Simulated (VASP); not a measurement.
All values below come from rev-vdW-DF2, VASP's PBE PAW potentials (set 64) (plane waves; VASP).

Input for VASP

**INCAR**
```
AGGAC = 0.0
ALGO = Normal
EDIFF = 1E-7
ENCUT = 520
GGA = MK
ISIF = 2
ISMEAR = 0
LASPH = .TRUE.
LCHARG = .FALSE.
LMAXMIX = 4
LREAL = .FALSE.
LUSE_VDW = .TRUE.
LWAVE = .FALSE.
NELM = 100
PARAM1 = 0.1234568
PARAM2 = 0.7114
PREC = Accurate
SIGMA = 0.05
SYSTEM = GaAs
ZAB_VDW = -1.8867
```

### POSCAR
```
GaAs
1
    0.0000000000     2.9135771249     2.9135771249
    2.9135771249     0.0000000000     2.9135771249
    2.9135771249     2.9135771249     0.0000000000
Ga As
1 1
Direct
  0.0000000000   0.0000000000   0.0000000000
  0.2500000000   0.2500000000   0.2500000000
```

**KPOINTS**
```
K-points
0
G
 8 8 8
0 0 0
```

POTCAR, in this order: Ga_d As (PBE.64 set). Program: vasp_std.

Q: Estimate the energy per atom (σ→0), pressure, band gap (on the k-mesh).

A: 
The energy per atom (σ→0) is -1.939 eV/atom. The band gap (on the k-mesh) is none (metal, semimetal or under 0.01 eV) and the pressure is -3.13 GPa.

### OSZICAR
```
...
DAV:   8    -0.387843995444E+01    0.81219E-03   -0.80280E-03   874   0.120E+00    0.770E-02
DAV:   9    -0.387857347749E+01   -0.13352E-03   -0.83608E-04   888   0.435E-01    0.484E-02
DAV:  10    -0.387859760610E+01   -0.24129E-04   -0.46574E-05  1076   0.718E-02    0.271E-02
DAV:  11    -0.387861560449E+01   -0.17998E-04   -0.21117E-05   784   0.505E-02    0.223E-03
DAV:  12    -0.387861575348E+01   -0.14898E-06   -0.47298E-07   924   0.108E-02    0.925E-04
DAV:  13    -0.387861592275E+01   -0.16927E-06   -0.15212E-07   707   0.350E-03    0.312E-04
DAV:  14    -0.387861591669E+01    0.60609E-08   -0.43684E-09   452   0.100E-03
   1 F= -.38786159E+01 E0= -.38785406E+01  d E =-.150647E-03
```

The compound is GaAs in the zinc blende structure. This cell is one point of a volume scan, at 1.06 of the reference volume.
